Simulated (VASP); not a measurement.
Runs of VASP 6.6.1 on V. Symmetry: Im-3m, No. 229, cubic system. Conventional cell: a = 2.959 Å, b = 2.959 Å, c = 2.959 Å, α = 90.00°, β = 90.00°, γ = 90.00°. Around V (site symmetry m-3m) lie 8 V at 2.56 Å. 

| level | k mesh | cutoff (eV) | smearing | gap on the mesh (eV) | pressure (GPa) |
| --- | --- | --- | --- | --- | --- |
| PBEsol | 20 × 20 × 20 | 520 | gaussian 0.5 eV | none | 1.3 |
| PBEsol | 20 × 20 × 20 | 900 | gaussian 0.1 eV | none | (a) |
| PBEsol | 30 × 30 × 30 | 520 | gaussian 0.1 eV | none | 0.0 |
| PBEsol | 20 × 20 × 20 | 700 | gaussian 0.1 eV | none | 0.0 |
| r2SCAN | 20 × 20 × 20 | 520 | gaussian 0.1 eV | none | 5.5 |

Alike in all rows: task single point; potentials or basis VASP PAW PBE potentials, release 64 (V_sv); no spin polarisation; cell as given.

Question: Estimate the missing entries.

Answer: (a) 0.1.

Caveats: the PAW data sets were made with another functional, which shifts forces and pressure a little.

A k mesh can miss the band edges.

A gap of «none» marks a metal or a gap under the smearing width.

Not every run made on this cell is shown here.
